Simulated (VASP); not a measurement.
Input:

```xyz
2
Lattice="0.0000 3.0499 3.0499 3.0499 0.0000 3.0499 3.0499 3.0499 0.0000" Properties=species:S:1:pos:R:3 pbc="T T T"
Pb     0.0000     0.0000     0.0000
Se     3.0499     3.0499     3.0499
```

These are PBEsol GGA, VASP's PBE PAW potentials (set 64) (plane waves; VASP 6.6.1) values and carry that method's errors. Run with 400 eV cut-off, Gaussian smearing of 0.050 eV, potentials Pb_d Se.

Unless said otherwise, spin-orbit coupling is left out, though it shifts the bands of the heavy elements here.

Give the energies of bands 7 to 13 at the high-symmetry points, in eV from the valence-band maximum.

```json
[
 {"band": "7", "Γ": "-6.32", "X": "-7.44", "U": "-8.12", "L": "-8.90", "W": "-8.09"},
 {"band": "8", "Γ": "-1.93", "X": "-5.12", "U": "-4.70", "L": "-1.51", "W": "-4.35"},
 {"band": "9", "Γ": "-1.93", "X": "-3.32", "U": "-2.80", "L": "-1.51", "W": "-4.35"},
 {"band": "10", "Γ": "-1.93", "X": "-3.32", "U": "-2.47", "L": "0.00", "W": "-0.81"},
 {"band": "11", "Γ": "4.69", "X": "3.53", "U": "3.34", "L": "0.17", "W": "1.82"},
 {"band": "12", "Γ": "4.69", "X": "5.62", "U": "4.00", "L": "1.62", "W": "4.89"},
 {"band": "13", "Γ": "4.69", "X": "5.62", "U": "5.41", "L": "1.62", "W": "4.89"}
]
```

The gap is direct, 0.17 eV, from the valence maximum at L to the conduction minimum at L.

The compound is PbSe in the rock salt structure. It was relaxed first.
